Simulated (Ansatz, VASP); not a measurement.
# GaP in two plane-wave programs

One calculation is typed for both programs; each brings its own data sets. How far apart do they land? The cell is taken from a series of runs on this material, whose earlier steps may have relaxed, scaled, displaced or heated it; both programs get it as it stands.

Main program and level: Ansatz 0.2.0; plane waves, with VASP 6.6.1 beside it; zone-centre phonons at PBE.

### Step 1. The starting structure

The structure is cubic, space group F-43m (No. 216). Conventional cell: a = 5.451 Å, b = 5.451 Å, c = 5.451 Å, α = 90.00°, β = 90.00°, γ = 90.00°. Nearest to Ga lie 4 P at 2.36 Å. P has 4 Ga at 2.36 Å nearest. Farther neighbours are not listed.

### Step 2. Ansatz: zone-centre phonons, PBE

Ansatz runs on its default PAW (the set named soft_2) files.

Second derivatives magnify differences that forces hide, and they need a tight electronic threshold.

input.yaml reads:

```yaml
crystal:
  lattice:
    - [0.0, 2.72525, 2.72525]
    - [2.72525, 0.0, 2.72525]
    - [2.72525, 2.72525, 0.0]
  atoms:
    - { symbol: Ga, position: [0.0, 0.0, 0.0] }
    - { symbol: P, position: [0.25, 0.25, 0.25] }
kpoints:
  mp_grid: { grid: [8, 8, 8] }
hamiltonian:
  xc: pbe
scf:
  occupations: { method: fixed }
output:
  eigenvalues: true
phonons:
  method: dfpt
  dielectric: true
  rigid_motions: translations
```

Started as:

```console
$ ansatz run input.yaml --threads 4 --pin off --max-ram 7168MiB --backend cpu --events-out ev --progress --plain --runs-dir out
```

Numbers of over 12 decimals in the logs are rounded to 6 here.

What it wrote:

```text
Engine: ansatz 0.2.0, aarch64-unknown-linux-gnu
Pseudopotentials: kind: paw
Pseudopotential: Ga, paw, valence charge 13, recommended cutoff 420 eV (normal), Ga.paw.azcp
Pseudopotential: P, paw, valence charge 5, recommended cutoff 420 eV (normal), P.paw.azcp
Functional definition: PBE
  parameter kappa = 0.804
  parameter beta = 0.066725
  exchange = pbe_x(kappa = kappa, mu = beta*pi^2/3)
  correlation = pbe_c(beta = beta)
Crystal: 2 atoms, lattice volume = 40.481 Å³
Basis set: ecut = 420 eV, 749 PW (Γ), exchange–correlation on 54×54×54 points (8 copies of the dense FFT grid, shifted against one another)
Bands: 13, of which v1, the nominal top of the filled ones, is band 9 counted from 1 (8 counted from 0)
Symmetry: 24 space group operations
k-points: 95 of 512 (irreducible under 4 space group operations, time reversal used)
Non-local potential: Ga, projectors of the file, l = 0: 2, l = 1: 2, l = 2: 3, l = 3: 1
Non-local potential: P, projectors of the file, l = 0: 2, l = 1: 2, l = 2: 2
PAW form: soft (Blöchl's): semilocal exchange-correlation on the pseudo side does not see the compensation charge
PAW one-centre angular grid: Ga, 590 points (default); XC on 64 Gauss nodes
PAW one-centre angular grid: P, 110 points (default); XC on 64 Gauss nodes
Initial density: superposition of atomic densities (neutral atoms: chi_scale 0, normalization atom), corrected by the library's trained network
Initial wavefunctions: pseudopotential atomic-orbital guess
Functional: x = pbe(κ = 0.804, μ = 0.219515), c = pbe(β = 0.066725)
SCF iter   1: F=—  HF=-4539.548898 eV  |F-HF|=—  |Δ(HF+E_count)|=         —  Δρ=1.57e-3  dr2=1.34e-3  ethr=1.77e-3  ⟨swp⟩=4.9  Hψ=6524  notcnv=0  defer=172
preconditioner: auto → none  [insulator: Δε(μ)=1.630 eV  Ē_g=15.513 eV  n_scr=14 (ndim 8)  ℏωp=24.8 eV  f_vac=0.011  ε∞_Penn≈3.5]
SCF iter   2: F=—  HF=-4539.548047 eV  |F-HF|=—  |Δ(HF+E_count)|=   8.51e-4  Δρ=1.30e-3  dr2=4.64e-4  ethr=7.43e-6  ⟨swp⟩=2.9  Hψ=3243  notcnv=0  defer=185
SCF iter   3: F=—  HF=-4539.547845 eV  |F-HF|=—  |Δ(HF+E_count)|=   2.03e-4  Δρ=4.31e-4  dr2=5.74e-5  ethr=2.58e-6  ⟨swp⟩=2.0  Hψ=2290  notcnv=0  defer=180
SCF iter   4: F=—  HF=-4539.547889 eV  |F-HF|=—  |Δ(HF+E_count)|=   4.49e-5  Δρ=1.26e-4  dr2=4.27e-6  ethr=3.19e-7  ⟨swp⟩=2.0  Hψ=2267  notcnv=0  defer=171
SCF iter   5: F=—  HF=-4539.547891 eV  |F-HF|=—  |Δ(HF+E_count)|=   1.59e-6  Δρ=3.06e-5  dr2=4.01e-7  ethr=2.37e-8  ⟨swp⟩=2.0  Hψ=2069  notcnv=0  defer=166
SCF iter   6: F=—  HF=-4539.547891 eV  |F-HF|=—  |Δ(HF+E_count)|=   1.27e-7  Δρ=1.07e-5  dr2=2.85e-8  ethr=2.23e-9  ⟨swp⟩=3.0  Hψ=2312  notcnv=0  defer=165
SCF iter   7: F=—  HF=-4539.547891 eV  |F-HF|=—  |Δ(HF+E_count)|=   3.93e-8  Δρ=3.15e-6  dr2=1.92e-9  ethr=1.58e-10  ⟨swp⟩=2.0  Hψ=2042  notcnv=0  defer=167
SCF iter   8: F=-4539.547891 eV  HF=-4539.547891 eV  |F-HF|=8.00e-11  |Δ(HF+E_count)|=  5.99e-10  Δρ=5.82e-7  dr2=6.65e-11  ethr=1.00e-12  ⟨swp⟩=10.8  Hψ=10761  notcnv=0
SCF 1 converged in 8 iterations: F = -4539.547891 eV  dr2 = 6.65e-11
  greatest PAW one-centre occupation: 0.994 electrons in one spin orbital (limit 2), on the Ga atom at site 0 (counted from 0), in its partial waves of l = 2
DFPT response loops at Γ: preconditioner auto → none (the input reference at scf.mixing.eps_inf says where Resta's filter doesn't serve); β = 0.50; Broyden in place of MSR1
── the response to a field inside a basis, on 10×10×10 k-points: an SCF that follows is theirs, and a resumed run solves both again ──
Bands: 10, of which v1, the nominal top of the filled ones, is band 9 counted from 1 (8 counted from 0)
k-points: 110
Initial density: handed on by an earlier stage of this run
Initial wavefunctions: pseudopotential atomic-orbital guess (no wavefunctions were taken with the density)
Eigensolver: Dense (110 Hₖ)
SCF iter   1: F=—  HF=-4539.549015 eV  |F-HF|=—  |Δ(HF+E_count)|=         —  Δρ=1.95e-4  dr2=1.03e-5  ethr=1.00e-1
preconditioner: auto → none  [insulator: Δε(μ)=1.718 eV  Ē_g=13.172 eV  n_scr=14 (ndim 8)  ℏωp=24.8 eV  f_vac=0.007  ε∞_Penn≈4.5]
SCF iter   2: F=—  HF=-4539.549013 eV  |F-HF|=—  |Δ(HF+E_count)|=   2.06e-6  Δρ=1.46e-4  dr2=3.71e-6  ethr=5.71e-8
SCF iter   3: F=—  HF=-4539.549014 eV  |F-HF|=—  |Δ(HF+E_count)|=   9.89e-7  Δρ=1.86e-5  dr2=1.18e-7  ethr=2.06e-8
SCF iter   4: F=-4539.549014 eV  HF=-4539.549014 eV  |F-HF|=5.90e-8  |Δ(HF+E_count)|=   1.87e-7  Δρ=1.03e-5  dr2=4.20e-8  ethr=6.55e-10
SCF 1 converged in 4 iterations: F = -4539.549014 eV  dr2 = 4.20e-8
DFPT response loops at Γ: mixed as the last ones told, above
WARN: field response: ε∞ stands inside a basis, on 10×10×10 points; the force constants stand on the 8×8×8 k-mesh, whose period is 10.81 times the interband length at k = (0.0000, 0.0000, 0.0000), direct gap 1.828 eV, under 14: take them and everything formed from them as unconverged, and compare with a denser kpoints.mp_grid
SCF converged after 8 iterations
Free energy (F): -4539.547891 eV
Harris-Foulkes:  -4539.547891 eV  (|F-HF|=8.00e-11)
Internal energy: -4539.547891 eV  (E = F + TS)
E sigma→0 (E₀):  -4539.547891 eV
Fermi energy:    7.085932 eV
--- Per-component energies (eV) ---
  E_band       = -58.217621
  E_kinetic    = 186.315354
  E_local      = -2200.450558  (includes V_loc(G=0)·N_el)
  E_nonlocal   = 458.831956
  E_hartree    = 1017.545227
  E_xc         = -130.787510
  E_vxc        = -119.039786  (∫ρ·V_xc dr)
  E_paw        = -2558.357312  (= ΣΔE_a)
  E_vpaw       = -418.964445  (= ΣTr[D̂ρ^β])
  E_aug_tail   = -0.000104  (compensation charges beyond the density's cutoff)
  E_ewald      = -1312.644944
  E_smearing   = -0.000000  (= −TS)
  E_closure    = 0.000000  (closes the sum)
  Σ components = -4539.547891   (vs F -4539.547891, Δ=0.00e0)
--- Band table (eV; the first three rows and the last of 95) ---
  k-point 0: bands = [... 5 lower, -5.4064, 7.0859, 7.0859, 7.0859, 8.9143, 10.9710, 10.9710, 10.9710]
  k-point 1: bands = [... 5 lower, -5.2039, 5.4583, 6.8561, 6.8561, 9.5376, 11.3201, 11.3201, 11.5528]
  k-point 2: bands = [... 5 lower, -4.6303, 3.2111, 6.4233, 6.4233, 9.2434, 11.8254, 11.8254, 13.4326]
  k-point 94: bands = [... 5 lower, -2.3485, 0.5382, 3.5112, 3.6660, 11.7868, 11.9484, 13.1883, 13.2301]
--- Phonons (Γ-DFPT): 2 representative perturbations + reference, on 95 of 512 k-points (Σ response iterations 6) ---
  k mesh reduced under 4 symmetry operations, with k and −k counted as one. Each operation leaves every solved perturbation unchanged. A smaller set is not considered because the run solves the response to a homogeneous field
  ASR residual: 4.929e-5 → 0.000e0 eV/Å²; symmetrization residual: 5.335e-6 eV/Å²
  ASR residual per site (eV/Å²): 4.86e-5 4.93e-5
  Γ frequencies (cm⁻¹): 0.00 0.00 0.00 357.68 357.68 357.68
  ε∞ (high-frequency dielectric tensor):
       10.373098     0.000000     0.000000
        0.000000    10.373098     0.000000
        0.000000     0.000000    10.373098
  ε⁰ (static dielectric tensor: ions relaxed, cell fixed):
       12.416506     0.000000     0.000000
        0.000000    12.416506     0.000000
        0.000000     0.000000    12.416506
  ε⁰ − ε∞ (ionic part):
        2.043408     0.000000    -0.000000
        0.000000     2.043408     0.000000
       -0.000000     0.000000     2.043408
  softest optical mode at Γ: 357.68 cm⁻¹; the repairs (sum rule, projections) moved no ω² at Γ by more than (0.84 cm⁻¹)²
  Born effective charges Z* (e; rows j = field, columns β = displacement):
    site 0:
         2.14767    0.00000   -0.00000
        -0.00000    2.14767    0.00000
         0.00000    0.00000    2.14767
    site 1:
        -2.14767   -0.00000    0.00000
         0.00000   -2.14767   -0.00000
        -0.00000   -0.00000   -2.14767
  Z* charge neutrality: 1.414e-4 e pre-enforcement
  solved inside a basis spanned on kpoints, on 10×10×10 k-points transformed towards the longest dipole: ε∞ is read to err by 2.8e-2, Z* by 1.4e-2 e (field_mesh: kpoints solves on kpoints); Z* is corrected for what the basis lacks
  optical modes at Γ without the LO–TO term, one row a degenerate level:
      ω (cm⁻¹)  modes    IR ((D/Å)²/amu)
        357.68      3            14.8856
  optical modes at Γ + LO–TO along q̂ = [1.0000, 0.0000, 0.0000]:
      ω (cm⁻¹)  modes    IR ((D/Å)²/amu)
        357.68      2             9.9237
        391.33      1             4.9619
  optical modes at Γ + LO–TO along q̂ = [0.0000, 1.0000, 0.0000]:
      ω (cm⁻¹)  modes    IR ((D/Å)²/amu)
        357.68      2             9.9237
        391.33      1             4.9619
  optical modes at Γ + LO–TO along q̂ = [0.0000, 0.0000, 1.0000]:
      ω (cm⁻¹)  modes    IR ((D/Å)²/amu)
        357.68      2             9.9237
        391.33      1             4.9619
```

(Continued in part 2 of 2.)

[Lines on the potential files, build, host, timing and source positions are cut from VASP's logs without a mark.]

[Logs are printed without paths, hosts, clocks, repeated set-up lines and the standing remarks that a program may print on its own settings, such as how far it seeks lower states.]

[Hosts, paths, dates, database ids (printed as entryN), source tags and the programs' standing remarks are cut or masked in the printed files.]
